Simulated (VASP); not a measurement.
The system is SnSe2.

```
Sn Se
1.0
     3.84190    0.00000    0.00000
    -1.92095    3.32718    0.00000
     0.00000    0.00000    6.48588
Sn Se
1 2
Direct
  0.00000 0.00000 0.00000
  0.66667 0.33333 0.75710
  0.33333 0.66667 0.24290
```

The cell is a database's computed one.

- Program: VASP 6.6.1
- Task: relaxation of cell and atoms
- Functional: PBEsol
- Potentials or basis: VASP PAW PBE potentials, release 64 (Sn_d, Se)
- Cutoff: 600 eV
- k mesh: 9 × 9 × 4
- Occupations: gaussian, width 0.02 eV
- Spin: no spin polarisation

At the start: pressure -0.7 GPa; volume 27.64 Å³/atom.

Task: How do energy, volume and symmetry change on relaxing?

Result: Over 16 steps the energy falls by 4.6 meV/atom and the volume is 25.91 Å³/atom (-6.2 %); space group P-3m1 (No. 164, to 0.05 Å).

The path:
| step | energy change (eV) | largest force (eV/Å) | pressure (GPa) | volume (Å³) |
| --- | --- | --- | --- | --- |
| 1 | 0.0000 | 0.0625 | -0.68 | 82.91 |
| 2 | -0.0033 | 0.1538 | 0.29 | 81.50 |
| 3 | -0.0034 | 0.1415 | 0.16 | 81.68 |
| 4 | -0.0049 | 0.0575 | -0.01 | 81.57 |
| 5 | -0.0050 | 0.0323 | -0.07 | 81.53 |
| 6 | -0.0056 | 0.0316 | -0.07 | 81.37 |
| 7 | -0.0074 | 0.0298 | -0.07 | 80.86 |
| 8 | -0.0105 | 0.0280 | -0.04 | 79.85 |
| 9 | -0.0136 | 0.0291 | 0.14 | 77.82 |
| 10 | -0.0079 | 0.1895 | -1.20 | 78.72 |
| 11 | -0.0137 | 0.0030 | -0.02 | 77.93 |
| 12 | -0.0137 | 0.0024 | -0.02 | 77.83 |
| 13 | -0.0137 | 0.0064 | -0.01 | 77.76 |
| 14 | -0.0137 | 0.0049 | -0.02 | 77.78 |
| 15 | -0.0137 | 0.0161 | 0.09 | 77.62 |
| 16 | -0.0137 | 0.0014 | 0.01 | 77.73 |

Final structure:
```cif
data_structure
_symmetry_space_group_name_H-M 'P 1'
_symmetry_Int_Tables_number 1
_cell_length_a 3.8193
_cell_length_b 3.8193
_cell_length_c 6.1533
_cell_angle_alpha 90.000
_cell_angle_beta 90.000
_cell_angle_gamma 120.000
_cell_volume 77.73
loop_
_atom_site_label
_atom_site_type_symbol
_atom_site_fract_x
_atom_site_fract_y
_atom_site_fract_z
_atom_site_occupancy
Sn1 Sn 0.00000 0.00000 0.00000 1
Se1 Se 0.66667 0.33333 0.74189 1
Se2 Se 0.33333 0.66667 0.25811 1
```

Caveat: the PAW data sets were made with another functional, which shifts forces and pressure a little; this functional lacks dispersion, which binds the layers, so the pressure and a relaxed spacing across them are unreliable.
